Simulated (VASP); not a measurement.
Calculation: PBE GGA, VASP's PBE PAW potentials (set 64) (plane waves; VASP 6.6.1).

A VASP calculation is set up with these files.

File POSCAR:
```
Ti
9.1054980
  0.1666523896  -0.2860398190   0.0000000000
  0.1666523896   0.2860398190   0.0000000000
  0.0000000000   0.0000000000   0.5000000000
Ti
2
direct
  0.3333330000   0.6666670000   0.2500000000
  0.6736160000   0.3402820000   0.7500000000
```

### INCAR
```
ALGO = Normal
EDIFF = 1E-6
ENCUT = 520
GGA = PE
ISIF = 2
ISMEAR = 1
LASPH = T
LCHARG = F
LMAXMIX = 4
LREAL = F
LWAVE = F
NELM = 100
PREC = Accurate
SIGMA = 0.1
SYSTEM = Ti
```

File KPOINTS:
```
kpoints
0
Gamma
  12 12 7
0 0 0
```

POTCAR, in this order: Ti_sv (PBE.64 set). Program: vasp_std.

**Question.** What will the output report for the number of irreducible k-points (NKPTS), number of bands (NBANDS), largest plane-wave count, number of space-group operations, FFT grid (NGX, NGY, NGZ)?

**Answer.** 
| Property | Result |
|---|---|
| number of irreducible k-points (NKPTS) | 296 |
| number of bands (NBANDS) | 16 |
| largest plane-wave count | 1001 |
| number of space-group operations | 4 |
| FFT grid (NGX, NGY, NGZ) | 24 × 24 × 36 |

The compound is Ti in the hcp structure. The cell was not relaxed at this level, atoms are displaced from their ideal sites. The run is one of a series of settings (ENCUT = 520 against the base run), some of them coarse on purpose.
